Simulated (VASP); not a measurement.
AlN (wurtzite) relaxed at rising pressure, in one space group throughout; other phases were not tried. The pressures are those reached. Calculation: PBEsol GGA, VASP's PBE PAW potentials (set 64) (plane waves; VASP).

```
P (GPa)  V (Å³/atom)  k-mesh
-------  -----------  ------
-0.18         10.458   8×8×5
5.12          10.203   8×8×5
10.03          9.988   8×8×5
19.96          9.608   8×8×5
29.94          9.285   8×8×5
```

A change of mesh leaves a small step in the series.

Fit an equation of state and predict the volume at 44.89 GPa.

Least squares on the third-order Birch-Murnaghan form, P = (3B0/2)(y⁷ − y⁵)[1 + (3/4)(B′ − 4)(y² − 1)] with y = (V0/V)^(1/3), gives V0 = 10.450 Å³/atom, B0 = 204 GPa and B′ = 3.7, and so 8.875 Å³/atom. The run gave 8.876 Å³/atom, +0.0 % from the fit.

Pressures at which the relaxation failed are left out.

The compound is AlN in the wurtzite structure.
